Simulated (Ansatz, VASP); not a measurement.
**Cross-check of GaSb between VASP and Ansatz**

Wanted: the spread between two codes on one cell, functional and k mesh. The structure shown comes from an earlier Ansatz run, which isn't shown and may have moved the atoms alone.

Program: Ansatz 0.2.0. Level of theory: plane waves, with VASP 6.6.1 beside it; elastic constants at PBEsol. Results are calculated unless marked as measured.

## (1) The structure

The structure is cubic, space group F-43m (No. 216). The conventional cell has a = 6.111 Å, b = 6.111 Å, c = 6.111 Å, α = 90.00°, β = 90.00°, γ = 90.00°. Nearest to Ga lie 4 Sb at 2.65 Å. Sb has 4 Ga at 2.65 Å nearest. Farther neighbours are not listed.

As a file:

```cif
data_structure
_symmetry_space_group_name_H-M 'F-43m'
_symmetry_Int_Tables_number 216
_cell_length_a 6.1112
_cell_length_b 6.1112
_cell_length_c 6.1112
_cell_angle_alpha 90.000
_cell_angle_beta 90.000
_cell_angle_gamma 90.000
_cell_volume 228.24
loop_
_atom_site_label
_atom_site_type_symbol
_atom_site_symmetry_multiplicity
_atom_site_Wyckoff_symbol
_atom_site_fract_x
_atom_site_fract_y
_atom_site_fract_z
_atom_site_occupancy
Ga1 Ga 4 a 0.00000 0.00000 0.00000 1
Sb1 Sb 4 c 0.25000 0.25000 0.25000 1
```

## (2) Ansatz: elastic constants, PBEsol

Ansatz runs on its default PAW (the set named soft_2) files.

Elastic constants are differences of stresses under small strains, so they test the stress and the mesh.

Input file input.yaml:

```yaml
crystal:
  lattice:
    - [0.0, 3.0556200297, 3.0556200297]
    - [3.0556200297, 0.0, 3.0556200297]
    - [3.0556200297, 3.0556200297, 0.0]
  atoms:
    - { symbol: Ga, position: [0.0, 0.0, 0.0] }
    - { symbol: Sb, position: [0.75, 0.75, 0.75] }
kpoints:
  mp_grid: { grid: [10, 10, 10] }
hamiltonian:
  xc: pbesol
scf:
  occupations: { method: gaussian, width: 0.05 }
output:
  forces: true
  stress: true
  eigenvalues: true
elastic:
  mode: relaxed_ion
  stencil: two_point
  amplitude: 0.002
```

The run is started by

```sh
$ ansatz run input.yaml --threads 8 --pin off --max-ram 16384MiB --backend cpu --events-out ev --progress --plain --runs-dir out
```

Numbers of over 12 decimals in the logs are rounded to 6 here.

The log of the run:

```text
Engine: ansatz 0.2.0, x86_64-unknown-linux-gnu
Pseudopotentials: kind: paw
Pseudopotential: Ga, paw, valence charge 13, recommended cutoff 420 eV (normal), Ga.paw.azcp
Pseudopotential: Sb, paw, valence charge 15, recommended cutoff 420 eV (normal), Sb.paw.azcp
Functional definition: PBEsol
  exchange = pbesol_x
  correlation = pbesol_c
Crystal: 2 atoms, lattice volume = 57.060 Å³
Basis set: ecut = 420 eV, 1139 PW (Γ), exchange–correlation on 60×60×60 points (8 copies of the dense FFT grid, shifted against one another)
Bands: 18, of which v1, the nominal top of the filled ones, is band 14 counted from 1 (13 counted from 0)
Symmetry: 24 space group operations
Space group: F-43m (ITA 216), of the structure as read, at distance tolerance 3.8e-5 Å
k-points: 47 of 1000 (time reversal used)
Non-local potential: Ga, projectors of the file, l = 0: 2, l = 1: 2, l = 2: 3, l = 3: 1
Non-local potential: Sb, projectors of the file, l = 0: 2, l = 1: 2, l = 2: 2, l = 3: 2
PAW form: soft (Blöchl's): semilocal exchange-correlation on the pseudo side does not see the compensation charge
PAW frozen core: Ga, regenerated for the run's functional, and the local potential with it (the file was generated under x = pbe(κ = 0.804, μ = 0.219515), c = pbe(β = 0.066725))
PAW frozen core: Sb, regenerated for the run's functional, and the local potential with it (the file was generated under x = pbe(κ = 0.804, μ = 0.219515), c = pbe(β = 0.066725))
PAW one-centre angular grid: Ga, 590 points (default); XC on 64 Gauss nodes
PAW one-centre angular grid: Sb, 590 points (default); XC on 64 Gauss nodes
Initial density: superposition of atomic densities (neutral atoms: chi_scale 0, normalization atom), corrected by the library's trained network
Initial wavefunctions: pseudopotential atomic-orbital guess
Functional: x = pbesol(κ = 0.804, μ = 0.123457), c = pbesol(β = 0.046)
SCF iter   1: F=—  HF=-10151.535776 eV  |F-HF|=—  |Δ(HF+E_count)|=         —  Δρ=2.58e-3  dr2=5.07e-3  ethr=1.77e-3  ⟨swp⟩=6.1  Hψ=4284  notcnv=0
preconditioner: auto → none  [insulator: Δε(μ)=0.340 eV  Ē_g=14.518 eV  σ=0.050 eV  W_gap=0.72  n_scr=14 (ndim 8)  ℏωp=20.9 eV  f_vac=0.091  D(μ)=0.07/eV (n_scr^D=0)  ε∞_Penn≈3.1]
SCF iter   2: F=—  HF=-10151.532731 eV  |F-HF|=—  |Δ(HF+E_count)|=   3.04e-3  Δρ=1.16e-3  dr2=5.91e-4  ethr=1.81e-5  ⟨swp⟩=2.0  Hψ=1654  notcnv=0
SCF iter   3: F=—  HF=-10151.532895 eV  |F-HF|=—  |Δ(HF+E_count)|=   1.64e-4  Δρ=2.95e-4  dr2=4.40e-5  ethr=2.11e-6  ⟨swp⟩=2.3  Hψ=1479  notcnv=0
SCF iter   4: F=—  HF=-10151.532896 eV  |F-HF|=—  |Δ(HF+E_count)|=   6.70e-7  Δρ=1.81e-4  dr2=1.24e-5  ethr=1.57e-7  ⟨swp⟩=2.0  Hψ=1270  notcnv=0
SCF iter   5: F=—  HF=-10151.532896 eV  |F-HF|=—  |Δ(HF+E_count)|=   6.37e-7  Δρ=3.73e-5  dr2=7.27e-7  ethr=4.41e-8  ⟨swp⟩=2.0  Hψ=1270  notcnv=0
SCF iter   6: F=—  HF=-10151.532897 eV  |F-HF|=—  |Δ(HF+E_count)|=   7.81e-7  Δρ=6.99e-6  dr2=2.73e-8  ethr=2.60e-9  ⟨swp⟩=3.0  Hψ=1260  notcnv=0
SCF iter   7: F=—  HF=-10151.532897 eV  |F-HF|=—  |Δ(HF+E_count)|=   1.67e-8  Δρ=2.05e-6  dr2=1.71e-9  ethr=9.76e-11  ⟨swp⟩=2.0  Hψ=1500  notcnv=0
SCF iter   8: F=—  HF=-10151.532897 eV  |F-HF|=—  |Δ(HF+E_count)|=   2.06e-9  Δρ=4.19e-7  dr2=4.63e-11  ethr=6.11e-12  ⟨swp⟩=2.0  Hψ=1505  notcnv=0
SCF iter   9: F=—  HF=-10151.532897 eV  |F-HF|=—  |Δ(HF+E_count)|=  2.18e-11  Δρ=1.72e-7  dr2=8.97e-12  ethr=1.65e-13 (applied; sched 1.00e-12)  ⟨swp⟩=3.0  Hψ=1460  notcnv=0
SCF iter  10: F=-10151.532897 eV  HF=-10151.532897 eV  |F-HF|=0.00e0  |Δ(HF+E_count)|=  7.28e-12  Δρ=1.37e-8  dr2=4.48e-14  ethr=1.00e-12  ⟨swp⟩=4.0  Hψ=3883  notcnv=0
SCF 1 converged in 10 iterations: F = -10151.532897 eV  dr2 = 4.48e-14
  greatest PAW one-centre occupation: 0.996 electrons in one spin orbital (limit 2), on the Sb atom at site 1 (counted from 0), in its partial waves of l = 2
Crystal: 2 atoms, lattice volume = 56.945 Å³
Basis set: ecut = 420 eV, 1131 PW (Γ), exchange–correlation on 60×60×60 points (8 copies of the dense FFT grid, shifted against one another)
Symmetry: 8 space group operations
k-points: 102 of 1000 (time reversal used)
Initial density: handed on by an earlier stage of this run
Initial wavefunctions: those handed on with the density
iter 1 solved again at ethr=3.27e-8 eV; its pass at ethr=3.10e-3 eV (dr2=9.16e-6 eV) is discarded
SCF iter   1: F=—  HF=-10151.532838 eV  |F-HF|=—  |Δ(HF+E_count)|=         —  Δρ=9.39e-5  dr2=4.46e-6  ethr=3.27e-8  ⟨swp⟩=3.3  Hψ=11329  notcnv=0
preconditioner: auto → none  [insulator: Δε(μ)=0.344 eV  Ē_g=14.549 eV  σ=0.050 eV  W_gap=0.64  n_scr=14 (ndim 8)  ℏωp=20.9 eV  f_vac=0.077  D(μ)=0.07/eV (n_scr^D=0)  ε∞_Penn≈3.1]
SCF iter   2: F=—  HF=-10151.532837 eV  |F-HF|=—  |Δ(HF+E_count)|=   1.55e-6  Δρ=4.51e-5  dr2=9.08e-7  ethr=1.59e-8  ⟨swp⟩=1.0  Hψ=1836  notcnv=0
[...]
SCF iter   3: F=—  HF=-10151.532869 eV  |F-HF|=—  |Δ(HF+E_count)|=   1.24e-9  Δρ=1.85e-6  dr2=1.76e-9  ethr=3.00e-10  ⟨swp⟩=2.1  Hψ=4451  notcnv=0
SCF iter   4: F=—  HF=-10151.532869 eV  |F-HF|=—  |Δ(HF+E_count)|=  2.18e-11  Δρ=5.81e-7  dr2=1.32e-10  ethr=6.30e-12  ⟨swp⟩=2.0  Hψ=5473  notcnv=0
SCF iter   5: F=—  HF=-10151.532869 eV  |F-HF|=—  |Δ(HF+E_count)|=  1.82e-11  Δρ=1.53e-7  dr2=9.75e-12  ethr=4.73e-13 (applied; sched 1.00e-12)  ⟨swp⟩=2.0  Hψ=5473  notcnv=0
SCF iter   6: F=—  HF=-10151.532869 eV  |F-HF|=—  |Δ(HF+E_count)|=  5.46e-12  Δρ=2.77e-8  dr2=3.13e-13  ethr=3.48e-14 (applied; sched 1.00e-12)  ⟨swp⟩=2.0  Hψ=4618  notcnv=0
SCF iter   7: F=-10151.532869 eV  HF=-10151.532869 eV  |F-HF|=0.00e0  |Δ(HF+E_count)|=    0.00e0  Δρ=1.21e-8  dr2=7.57e-14  ethr=1.00e-12  ⟨swp⟩=5.0  Hψ=11558  notcnv=0
SCF 6 converged in 7 iterations: F = -10151.532869 eV  dr2 = 7.57e-14
relax step   3: F+E_penalty+E_count = -10151.53286876 eV  Δ(F+E_penalty+E_count) = -5.422e-6 eV  max|allowed force component| = 6.998e-6 eV/Å  Δτ_max = 0.0006 Å  (7 SCF iters, accepted)
[...]
relax step   1: F+E_penalty+E_count = -10151.53285537 eV  Δ(F+E_penalty+E_count) = +0.000e0 eV  max|allowed force component| = 1.430e-2 eV/Å  Δτ_max = 0.0000 Å  (9 SCF iters, accepted)
[...]
relax step   2: F+E_penalty+E_count = -10151.53286876 eV  Δ(F+E_penalty+E_count) = -1.339e-5 eV  max|allowed force component| = 1.795e-5 eV/Å  Δτ_max = 0.0009 Å  (8 SCF iters, accepted)
iter 1 solved again at ethr=1.00e-12 eV; its pass at ethr=3.10e-3 eV (dr2=7.14e-14 eV) is discarded
SCF iter   1: F=—  HF=-10151.532870 eV  |F-HF|=—  |Δ(HF+E_count)|=         —  Δρ=1.91e-8  dr2=9.39e-14  ethr=1.00e-12  ⟨swp⟩=2.4  Hψ=16973  notcnv=0
SCF iter   2: F=-10151.532869 eV  HF=-10151.532869 eV  |F-HF|=0.00e0  |Δ(HF+E_count)|=   8.22e-7  Δρ=1.11e-8  dr2=6.52e-14  ethr=1.00e-12  ⟨swp⟩=6.0  Hψ=12928  notcnv=0
SCF 10 converged in 2 iterations: F = -10151.532869 eV  dr2 = 6.52e-14
SCF converged after 10 iterations
Free energy (F): -10151.532897 eV
Harris-Foulkes:  -10151.532897 eV  (|F-HF|=0.00e0)
Internal energy: -10151.532807 eV  (E = F + TS)
E sigma→0 (E₀):  -10151.532852 eV
Entropy (-TS):   -0.000090 eV (-0.045 meV/atom)
Fermi energy:    7.631127 eV
--- Per-component energies (eV) ---
  E_band       = -263.548404
  E_kinetic    = 323.630925
  E_local      = -3912.306833  (includes V_loc(G=0)·N_el)
  E_nonlocal   = 790.182471
  E_hartree    = 1797.902847
  E_xc         = -205.840745
  E_vxc        = -154.534920  (∫ρ·V_xc dr)
  E_paw        = -6449.618420  (= ΣΔE_a)
  E_vpaw       = -906.325627  (= ΣTr[D̂ρ^β])
  E_aug_tail   = -0.000104  (compensation charges beyond the density's cutoff)
  E_ewald      = -2496.677784
  E_core_change = 1.194835  (= ΣΔE_core)
  E_smearing   = -0.000090  (= −TS)
  E_closure    = 0.000000  (closes the sum)
  Σ components = -10151.532897   (vs F -10151.532897, Δ=0.00e0)
--- Forces (eV/Å), atoms counted from 1 ---
  atom   1  Ga    -0.00000000     0.00000000     0.00000000
  atom   2  Sb     0.00000000    -0.00000000    -0.00000000
  max |Σ_I F_I| component: 1.11e-16 eV/Å
--- Stress (GPa, compression-positive) ---
       -0.000076      -0.000000      -0.000000
        0.000000      -0.000076       0.000000
       -0.000000       0.000000      -0.000076
  P = ⅓ Tr σ = -0.0001 GPa (-0.001 kbar)
--- Band table (eV; the first three rows and the last of 47) ---
  k-point 0: bands = [... 10 lower, -3.9203, 7.6068, 7.6068, 7.6068, 7.6087, 10.3758, 10.3758, 10.3758]
  k-point 1: bands = [... 10 lower, -3.8169, 6.0026, 7.4338, 7.4338, 8.5612, 10.6131, 10.6131, 10.7525]
  k-point 2: bands = [... 10 lower, -3.5159, 4.3382, 7.0786, 7.0786, 8.5147, 11.0679, 11.0679, 11.9973]
  k-point 46: bands = [... 10 lower, -1.4185, 0.9037, 4.2860, 4.4899, 10.6907, 10.9556, 12.9742, 12.9791]
--- Elastic constants: 2 strain directions × 2 members + reference (group order 24) ---
  dense FFT box of the reference and of every strained cell: 30×30×30
  strains applied: 11, 23; error gains: componentwise 1.00 (the most a stress slope's error grows in a printed constant), spectral 1.73 (1 for all six strains in a standard setting)
  C = ∂σ_k/∂η_j (tension-positive GPa; Voigt order 11 22 33 23 13 12):
        78.573     35.684     35.684     -0.000      0.000      0.000
        35.684     78.573     35.684      0.000      0.000      0.000
        35.684     35.684     78.573      0.000      0.000      0.000
        -0.000      0.000      0.000     37.808     -0.000      0.000
         0.000     -0.000      0.000      0.000     37.808      0.000
        -0.000      0.000     -0.000     -0.000      0.000     37.808
  reference stress σ⁰ (GPa):      0.000      0.000      0.000     -0.000      0.000      0.000
  C* (energy form; C + prestress term) asymmetry max|C*_kj − C*_jk| = 1.421e-14 GPa — a small one proves nothing (zero by symmetry where the batch's group is 432, −43m or m−3m); a large one is finite-difference/SCF noise where every solve meets its electron count
  moduli (Voigt/Reuss/Hill, GPa): K = 49.98/49.98/49.98   G = 31.26/28.97/30.11   E = 75.23   ν = 0.249
  mechanically stable: yes (min eigenvalue of sym C = 37.81 GPa)
  strain η (Voigt 11):  stress-route row diagonal C_11 = 78.57 GPa, energy-path curvature d²(F+E_count+ΔE)/dδ²/Ω₀ = 78.54 GPa
         δ    σ_11 (GPa)             F (eV)   n_scf  n_hpsi   n_pw
    -2.000e-3      -0.1575      -10151.5328385       8   34437   1131   relax 0 steps, max|allowed force component| 1.56e-16 eV/Å
     2.000e-3       0.1568      -10151.5328414       6   31687   1139   relax 0 steps, max|allowed force component| 5.55e-17 eV/Å
  strain η (Voigt 23):  stress-route row diagonal C_44 = 37.81 GPa, energy-path curvature d²(F+E_count+ΔE)/dδ²/Ω₀ = 37.82 GPa
         δ    σ_23 (GPa)             F (eV)   n_scf  n_hpsi   n_pw
    -2.000e-3      -0.0756      -10151.5328688       2   34036   1139   relax 3 steps, max|allowed force component| 7.00e-6 eV/Å
     2.000e-3       0.0756      -10151.5328688       2   31731   1139   relax 2 steps, max|allowed force component| 1.80e-5 eV/Å
```

(Continued in part 2 of 2.)

[Lines on the potential files, build, host, timing and source positions are cut from VASP's logs without a mark.]

[Logs are printed without paths, hosts, clocks, repeated set-up lines and the standing remarks that a program may print on its own settings, such as how far it seeks lower states.]

[Hosts, paths, dates, database ids (printed as entryN), source tags and the programs' standing remarks are cut or masked in the printed files.]
